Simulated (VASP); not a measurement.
Runs of VASP 6.6.1 on Al3Ga5As8. It takes space group R3m (No. 160, trigonal). Conventional cell: a = 8.020 Å, b = 8.020 Å, c = 19.646 Å, α = 90.00°, β = 90.00°, γ = 120.00°. Al (site symmetry m) is surrounded by 4 As at 2.45 to 2.46 Å. Around Ga (site symmetry 3m) lie 4 As at 2.45 to 2.46 Å. Around Ga (site symmetry 3m) lie 4 As at 2.45 to 2.46 Å. Around Ga (site symmetry m) lie 4 As at 2.45 to 2.46 Å. As (site symmetry m) has 3 Ga at 2.46 Å and 1 Al at 2.46 Å as nearest neighbours. As (site symmetry 3m) is surrounded by 3 Al at 2.45 Å and 1 Ga at 2.45 Å. As (site symmetry 3m) is surrounded by 4 Ga at 2.46 Å. Around As (site symmetry m) lie 2 Ga at 2.45 Å and 2 Al at 2.46 Å. The cell was built by a generator and needn't be a form met in nature.

```tsv
task	level	spin	cell	k mesh	cutoff (eV)	gap on the mesh (eV)	pressure (GPa)	largest force (eV/Å)
band structure	PBEsol	SOC, no magnetisation	R3m, 22.8 Å³/atom	3 × 3 × 3	520	-	0.0	0.01
relaxation of cell and atoms	PBEsol	off	relaxed	6 × 6 × 5	600	0.73	0.0	0.01
band structure	r2SCAN	off	R3m, 22.8 Å³/atom	6 × 6 × 5	520	(a)	0.0	0.06
band structure	TB-mBJ	off	R3m, 22.8 Å³/atom	6 × 6 × 5	520	1.72	-	-
band structure	PBEsol	off	R3m, 22.8 Å³/atom	6 × 6 × 5	520	0.73	0.0	-
```

Alike in all rows: potentials or basis VASP PAW PBE potentials, release 64 (Al, Ga_d, As); smearing gaussian 0.03 eV.

Q: Fill in the values left out.

A: (a) 1.25.

Caveats: the PAW data sets were made with another functional, which shifts forces and pressure a little.

A k mesh can miss the band edges, and rows without SOC leave out spin-orbit coupling on As, Ga.
